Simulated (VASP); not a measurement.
These are r2SCAN meta-GGA, VASP's PBE PAW potentials (set 64) (plane waves; VASP 6.6.1) values and carry that method's errors.

VASP ran on this input.

File POSCAR:
```
MgI2 monolayer
1
    4.1799794073    -0.0000000000     0.0000000000
   -2.0899897036     3.6199679803    -0.0000000000
    0.0000000000    -0.0000000000    20.1573184299
I Mg
2 1
Direct
  0.6666670000   0.3333330000   0.4174880104
  0.3333330000   0.6666670000   0.5825119896
  0.0000000000   0.0000000000   0.5000000000
```

File KPOINTS:
```
Automatic mesh
0
Gamma
12 12 1
0 0 0
```

**INCAR**
```
LWAVE = .FALSE.
EDIFF = 1E-6   ! SCF stop (eV)
SIGMA = 0.05
LMAXMIX = 4
LMIXTAU = .TRUE.
LCHARG = .FALSE.
LREAL = .FALSE.
ENCUT = 400
ISMEAR = 0   ! Gaussian
PREC = Normal
LORBIT = 11
ALGO = Normal   ! blocked Davidson
NELMIN = 4
METAGGA = R2SCAN
NELM = 100
SYSTEM = MgI2 monolayer
LVHAR = .TRUE.
LASPH = .TRUE.
```

POTCAR, in this order: I Mg (PBE.64 set). Program: vasp_std. Read from the step before: WAVECAR.

Output

### OSZICAR
```
       N       E                     dE             d eps       ncg     rms          rms(c)
DAV:   1    -0.568971014134E+02   -0.56897E+02   -0.66424E-06   512   0.304E-02    0.394E-04
DAV:   2    -0.568971016516E+02   -0.23821E-06   -0.12996E-07   404   0.522E-03    0.181E-04
DAV:   3    -0.568971017840E+02   -0.13234E-06   -0.59777E-08   368   0.321E-03    0.167E-04
DAV:   4    -0.568971017896E+02   -0.55644E-08   -0.90909E-08   312   0.436E-03
   1 F= -.56897102E+02 E0= -.56897102E+02  d E =-.260393E-12
```

**OUTCAR**
```
------------------------ aborting loop because EDIFF is reached ----------------------------------------
  FORCE on cell =-STRESS in cart. coord.  units (eV):
  Direction    XX          YY          ZZ          XY          YZ          ZX
  --------------------------------------------------------------------------------------
  Total        0.0117847      0.0117847      0.0063191      0.0000000      0.0000000      0.0000000
  in kB        0.0619038      0.0619038      0.0331934      0.0000000      0.0000000      0.0000000
  external PRESSURE =       0.0523337 kB  Pullay stress =       0.0000000 kB
  volume of cell :      305.01
      direct lattice vectors                 reciprocal lattice vectors
     4.179979407  0.000000000  0.000000000     0.239235628  0.138122769  0.000000000
    -2.089989704  3.619967980  0.000000000     0.000000000  0.276245537  0.000000000
     0.000000000  0.000000000 20.157318430     0.000000000  0.000000000  0.049609773
 POSITION                                       TOTAL-FORCE (eV/Angst)
 -----------------------------------------------------------------------------------
      2.08999      1.20665      8.41544        -0.000000     -0.000000     -0.004535
     -0.00000      2.41331     11.74188         0.000000      0.000000      0.004535
      0.00000      0.00000     10.07866         0.000000      0.000000      0.000000
 -----------------------------------------------------------------------------------
    total drift:                                0.000000      0.000000      0.000000
  FREE ENERGIE OF THE ION-ELECTRON SYSTEM (eV)
  ---------------------------------------------------
  free  energy   TOTEN  =       -56.8971017896 eV

  energy  without entropy=      -56.8971017896  energy(sigma->0) =      -56.89710179

 total charge

# of ion       s       p       d       tot
------------------------------------------
    1        1.502   2.875   0.012   4.389
    2        1.502   2.875   0.012   4.389
    3        0.123   0.105   0.026   0.254
--------------------------------------------------
tot          3.128   5.856   0.049   9.033
```
(Selected blocks of OUTCAR.)

The cell is a sheet with vacuum, built from MgI2 (1T layered).
